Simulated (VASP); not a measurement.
Here is the system:

```
CdSe
1.0
    0.00000     3.05840     3.05840
    3.05840     0.00000     3.05840
    3.05840     3.05840     0.00000
Cd Se
1 1
Cartesian
  0.00000   0.00000   0.00000
  1.52920   1.52920   1.52920
```

All values below come from AM05 GGA, VASP's PBE PAW potentials (set 64) (plane waves; VASP 6.6.1). Settings: 520 eV cut-off, 8×8×8 Γ-centred mesh, tetrahedra with Blöchl corrections, potentials Cd Se.

**Question.** Tabulate the total density of states (states/eV per cell) against energy (eV; zero at the valence-band maximum or, without a gap, the Fermi level).

**Answer.** 
(E (eV), DOS (states/eV)): (-9.94, 0.00); (-9.58, 0.00); (-9.22, 0.00); (-8.86, 0.00); (-8.50, 0.00); (-8.14, 0.00); (-7.78, 22.3); (-7.42, 8.96); (-7.06, 2.20); (-6.70, 0.00); (-6.34, 0.00); (-5.98, 0.00); (-5.62, 0.00); (-5.26, 0.00); (-4.90, 0.00); (-4.54, 0.00); (-4.18, 0.37); (-3.82, 2.21); (-3.46, 0.77); (-3.10, 0.46); (-2.86, 0.33); (-2.50, 0.26); (-2.14, 1.77); (-1.78, 2.03); (-1.42, 2.37); (-1.06, 2.39); (-0.70, 1.73); (-0.34, 0.66); (0.02, 0.01); (0.38, 0.00); (0.74, 0.00); (1.10, 0.01); (1.46, 0.03); (1.82, 0.08); (2.18, 0.14); (2.54, 0.41); (2.90, 0.73); (3.26, 0.84); (3.62, 1.58); (3.98, 1.50)
Within 2 eV below the valence-band maximum the largest weight inside VASP's projection spheres is Se p.

The compound is CdSe in the zinc blende structure, whereas wurtzite is the usual form. It was relaxed first.
